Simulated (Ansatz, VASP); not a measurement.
# Hg2C in two plane-wave programs, part 2 of 2

Aim: how closely do two programs agree when they are given the same cell, functional and k mesh? The cell is generated by rule, not measured, and may not be a known phase. The cell is taken from a series of runs on this material, whose earlier steps may have relaxed, scaled, displaced or heated it; both programs get it as it stands.

VASP 6.6.1 and Ansatz 0.2.0.

So far: The starting structure; VASP: relaxation of cell and atoms, PBEsol.

The structure was built from a prototype and need not be the compound's stable phase.

### Step 3. Ansatz: relaxation of cell and atoms, PBEsol

Level of this step: Ansatz beside VASP: Kohn-Sham DFT, plane waves, PBEsol (Ansatz).

Ansatz runs on its default PAW (the set named soft_2) files.

The same cell, functional, mesh and smearing now go to Ansatz, which takes its cutoff from its data sets.

Contents of input.yaml:

```yaml
crystal:
  lattice:
    - [4.8899829279, 0.0, 0.0]
    - [0.0, 4.8899829279, 0.0]
    - [0.0, 0.0, 4.8899829279]
  atoms:
    - { symbol: C, position: [0.0, 0.0, 0.0] }
    - { symbol: C, position: [0.5, 0.5, 0.5] }
    - { symbol: Hg, position: [0.25, 0.25, 0.25] }
    - { symbol: Hg, position: [0.75, 0.75, 0.25] }
    - { symbol: Hg, position: [0.75, 0.25, 0.75] }
    - { symbol: Hg, position: [0.25, 0.75, 0.75] }
kpoints:
  mp_grid: { grid: [6, 6, 6] }
hamiltonian:
  xc: pbesol
scf:
  occupations: { method: gaussian, width: 0.02 }
output:
  forces: true
  stress: true
  eigenvalues: true
relax:
  adjacent_minimum: "off"
  f_tol: 0.005
  max_steps: 80
  cell: { stress_tol: 0.05 }
```

Command:

```bash
$ ansatz run input.yaml --threads 8 --pin off --max-ram 14336MiB --backend cpu --events-out ev --progress --plain --runs-dir out
```

Numbers of over 12 decimals in the logs are rounded to 6 here.

The program printed:

```text
Engine: ansatz 0.2.0, aarch64-unknown-linux-gnu
Pseudopotentials: kind: paw
Pseudopotential: C, paw, valence charge 4, recommended cutoff 420 eV (normal), C.paw.azcp
Pseudopotential: Hg, paw, valence charge 20, recommended cutoff 420 eV (normal), Hg.paw.azcp
Functional definition: PBEsol
  exchange = pbesol_x
  correlation = pbesol_c
Crystal: 6 atoms, lattice volume = 116.929 Å³
Basis set: ecut = 420 eV, 2301 PW (Γ), exchange–correlation on 72×72×72 points (8 copies of the dense FFT grid, shifted against one another)
Bands: 53, of which v1, the nominal top of the filled ones, is band 44 counted from 1 (43 counted from 0)
Symmetry: 48 space group operations
Space group: Pn-3m (ITA 224), of the structure as read, at distance tolerance 4.9e-5 Å
k-points: 20 of 216
Non-local potential: C, projectors of the file, l = 0: 2, l = 1: 2, l = 2: 1
Non-local potential: Hg, projectors of the file, l = 0: 3, l = 1: 2, l = 2: 2, l = 3: 1
PAW form: soft (Blöchl's): semilocal exchange-correlation on the pseudo side does not see the compensation charge
PAW frozen core: C, regenerated for the run's functional, and the local potential with it (the file was generated under x = pbe(κ = 0.804, μ = 0.219515), c = pbe(β = 0.066725))
PAW frozen core: Hg, regenerated for the run's functional, and the local potential with it (the file was generated under x = pbe(κ = 0.804, μ = 0.219515), c = pbe(β = 0.066725))
PAW one-centre angular grid: C, 110 points (default); XC on 64 Gauss nodes
PAW one-centre angular grid: Hg, 590 points (default); XC on 64 Gauss nodes
Initial density: superposition of atomic densities (neutral atoms: chi_scale 0, normalization atom), corrected by the library's trained network
Initial wavefunctions: pseudopotential atomic-orbital guess
Functional: x = pbesol(κ = 0.804, μ = 0.123457), c = pbesol(β = 0.046)
SCF iter   1: F=—  HF=-55160.467297 eV  |F-HF|=—  |Δ(HF+E_count)|=         —  Δρ=7.68e-3  dr2=8.49e-2  ethr=1.77e-3  ⟨swp⟩=6.3  Hψ=3773  notcnv=0  defer=1
preconditioner: auto → Resta (q_TF=auto, 2.602 Å⁻¹)  ε∞=6.5  [insulator: Δε(μ)=0.327 eV  Ē_g=10.932 eV  σ=0.020 eV  W_gap=1.00  n_scr=32 (ndim 8)  ℏωp=25.7 eV  f_vac=0.017  D(μ)=0.00/eV (n_scr^D=0)  ε∞_Penn≈6.5]
SCF iter   2: F=—  HF=-55160.449070 eV  |F-HF|=—  |Δ(HF+E_count)|=   1.82e-2  Δρ=2.56e-3  dr2=8.09e-3  ethr=9.65e-5  ⟨swp⟩=2.5  Hψ=1657  notcnv=0  defer=50
SCF iter   3: F=—  HF=-55160.447530 eV  |F-HF|=—  |Δ(HF+E_count)|=   1.54e-3  Δρ=8.63e-4  dr2=7.42e-4  ethr=9.19e-6  ⟨swp⟩=2.0  Hψ=1597  notcnv=0  defer=51
SCF iter   4: F=—  HF=-55160.447565 eV  |F-HF|=—  |Δ(HF+E_count)|=   3.50e-5  Δρ=2.09e-4  dr2=6.44e-5  ethr=8.43e-7  ⟨swp⟩=2.2  Hψ=1730  notcnv=0  defer=51
SCF iter   5: F=—  HF=-55160.447579 eV  |F-HF|=—  |Δ(HF+E_count)|=   1.38e-5  Δρ=7.18e-5  dr2=5.68e-6  ethr=7.31e-8  ⟨swp⟩=2.1  Hψ=1460  notcnv=0  defer=51
SCF iter   6: F=—  HF=-55160.447583 eV  |F-HF|=—  |Δ(HF+E_count)|=   4.57e-6  Δρ=1.44e-5  dr2=2.31e-7  ethr=6.46e-9  ⟨swp⟩=2.0  Hψ=1567  notcnv=0  defer=51
SCF iter   7: F=-55160.447583 eV  HF=-55160.447583 eV  |F-HF|=3.57e-9  |Δ(HF+E_count)|=   1.90e-7  Δρ=2.69e-6  dr2=9.46e-9  ethr=1.14e-10  ⟨swp⟩=9.3  Hψ=4061  notcnv=0
SCF 1 converged in 7 iterations: F = -55160.447583 eV  dr2 = 9.46e-9
  greatest PAW one-centre occupation: 1.000 electrons in one spin orbital (limit 2), on the Hg atom at site 5 (counted from 0), in its partial waves of l = 0
relax step   1: F+E_penalty+E_count = -55160.44758342 eV  Δ(F+E_penalty+E_count) = +0.000e0 eV  max|allowed force component| = 1.388e-17 eV/Å  Δτ_max = 0.0000 Å  P = -0.428 GPa  Ω = 116.929 Å³  (7 SCF iters, dr2 threshold 1.00e-7 eV, accepted)
[...]
relax step   2: F+E_penalty+E_count = -55160.44883828 eV  Δ(F+E_penalty+E_count) = -1.255e-3 eV  max|allowed force component| = 1.218e-16 eV/Å  Δτ_max = 0.0000 Å  P = +0.066 GPa  Ω = 116.301 Å³  energy of the carried Pulay correction = +5.396e-4 eV  (4 SCF iters, dr2 threshold 4.58e-7 eV, accepted)
[...]
relax step   3: F+E_penalty+E_count = -55160.44878357 eV  Δ(F+E_penalty+E_count) = +5.471e-5 eV  max|allowed force component| = 1.742e-16 eV/Å  Δτ_max = 0.0000 Å  P = -0.001 GPa  Ω = 116.384 Å³  energy of the carried Pulay correction = +4.681e-4 eV  (4 SCF iters, dr2 threshold 1.07e-8 eV, accepted)
[...]
relax step   4: F+E_penalty+E_count = -55160.44841534 eV  Δ(F+E_penalty+E_count) = +3.682e-4 eV  max|allowed force component| = 1.989e-16 eV/Å  Δτ_max = 0.0000 Å  P = -0.005 GPa  Ω = 116.384 Å³  stress off target by 4.59e-3 GPa  SCF on the basis re-selected at this cell (its energy is not comparable with the rows above)  (4 SCF iters)
basis re-selected at this cell: Δ(F+E_penalty+E_count) = +3.682e-4 eV, ΔP = -0.004 GPa vs the last step (what re-selecting the basis moved, of the pressure what is left beyond the Pulay correction that the steps carried, after the strain that the cell walked since its last selection, with what the two solves' SCF thresholds leave and, on support functions, any second-order correction that the steps lacked; it is no m [...]
SCF converged after 4 iterations
Free energy (F): -55160.448415 eV
Harris-Foulkes:  -55160.448415 eV  (|F-HF|=2.18e-11)
Internal energy: -55160.448415 eV  (E = F + TS)
E sigma→0 (E₀):  -55160.448415 eV
Fermi energy:    12.272360 eV
--- Per-component energies (eV) ---
  E_band       = -1684.882288
  E_kinetic    = 2587.805237
  E_local      = -11070.480675  (includes V_loc(G=0)·N_el)
  E_nonlocal   = 351.090119
  E_hartree    = 4697.272855
  E_xc         = -971.252559
  E_vxc        = -1165.516394  (∫ρ·V_xc dr)
  E_paw        = -39388.340278  (= ΣΔE_a)
  E_vpaw       = -1782.329730  (= ΣTr[D̂ρ^β])
  E_aug_tail   = 0.003575  (compensation charges beyond the density's cutoff)
  E_ewald      = -11367.903496
  E_core_change = 1.356806  (= ΣΔE_core)
  E_smearing   = -0.000000  (= −TS)
  E_closure    = -0.000000  (closes the sum)
  Σ components = -55160.448415   (vs F -55160.448415, Δ=0.00e0)
--- Forces (eV/Å), atoms counted from 1 ---
  atom   1  C      0.00000000     0.00000000     0.00000000
  atom   2  C     -0.00000000    -0.00000000    -0.00000000
  atom   3  Hg    -0.00000000    -0.00000000     0.00000000
  atom   4  Hg     0.00000000     0.00000000    -0.00000000
  atom   5  Hg    -0.00000000    -0.00000000     0.00000000
  atom   6  Hg     0.00000000    -0.00000000     0.00000000
  max |Σ_I F_I| component: 2.78e-17 eV/Å
--- Stress (GPa, compression-positive) ---
       -0.004590      -0.000000       0.000000
       -0.000000      -0.004590      -0.000000
        0.000000      -0.000000      -0.004590
  P = ⅓ Tr σ = -0.0046 GPa (-0.046 kbar)
--- Band table (eV; the first three rows and the last of 20) ---
  k-point 0: bands = [... 40 lower, 10.3332, 10.9866, 10.9866, 10.9866, 12.4939, 12.4939, 14.5429, 18.5910, ... 5 higher]
  k-point 1: bands = [... 40 lower, 10.2135, 10.5493, 11.2481, 11.2481, 12.8275, 13.7637, 14.9887, 17.8855, ... 5 higher]
  k-point 2: bands = [... 40 lower, 10.0660, 10.0660, 11.6798, 11.6798, 13.7271, 15.8865, 15.9294, 16.4730, ... 5 higher]
  k-point 19: bands = [... 40 lower, 9.0781, 9.2722, 9.2722, 9.2722, 15.1510, 15.1510, 15.1510, 18.1686, ... 5 higher]
--- Relaxed structure (3 steps of the walk, 3 accepted, 1 SCFs on fresh bases) ---
  F+E_penalty+E_count = -55160.44841534 eV   max|allowed force component| = 1.989e-16 eV/Å   (the final SCF, on the basis selected at the relaxed cell)
  cell:  # Å, volume = 116.3841 Å³
    - [4.882376, 0, 0]
    - [0, 4.882376, 0]
    - [0, 0, 4.882376]
  atoms:
    - { symbol: C, position: [0, 0, 0] }
    - { symbol: C, position: [0.500000, 0.500000, 0.500000] }
    - { symbol: Hg, position: [0.250000, 0.250000, 0.250000] }
    - { symbol: Hg, position: [0.750000, 0.750000, 0.250000] }
    - { symbol: Hg, position: [0.750000, 0.250000, 0.750000] }
    - { symbol: Hg, position: [0.250000, 0.750000, 0.750000] }
```

### Step 4. Differences

Known differences besides the potentials themselves: the data sets hold 88 valence electrons in Ansatz (on its default PAW (the set named soft_2) files) and 56 in VASP; the cutoff is 420 eV in Ansatz and 600 eV in VASP; Ansatz makes its cores anew for this functional, VASP keeps those of its PBE data sets; Ansatz adds a Pulay correction to the stress that steers its cell, VASP none. Total energies have different zeros and are not compared.

Compared:

```csv
quantity,Ansatz,VASP,difference
volume (Å³),116.38,117.93,-1.31 %
"edge a after relaxation, in the typed setting (Å)",4.882,4.904,-0.44 %
```

### Step 5. What came out

```json
{
  "difference in volume (relaxation of cell and atoms, PBEsol)": "-1.3 %"
}
```

What this shows: The difference in volume is -1.3 % (relaxation of cell and atoms, PBEsol), beyond the 1.2 % picked in this series as the mark of a large difference, as far as the stopping tolerances let one tell. The data sets hold unlike numbers of valence electrons (88 in Ansatz and 56 in VASP), so part of the differences may come from the potentials. What causes the difference of the relaxation of cell and atoms, PBEsol pair stays open here. 2 further pairs of this series are not shown here. Such differences can come from data sets, numerical settings and the points named under the comparisons, not from the functional's error against experiment.

[Lines on the potential files, build, host, timing and source positions are cut from VASP's logs without a mark.]

[Logs are printed without paths, hosts, clocks, repeated set-up lines and the standing remarks that a program may print on its own settings, such as how far it seeks lower states.]

[Hosts, paths, dates, database ids (printed as entryN), source tags and the programs' standing remarks are cut or masked in the printed files.]
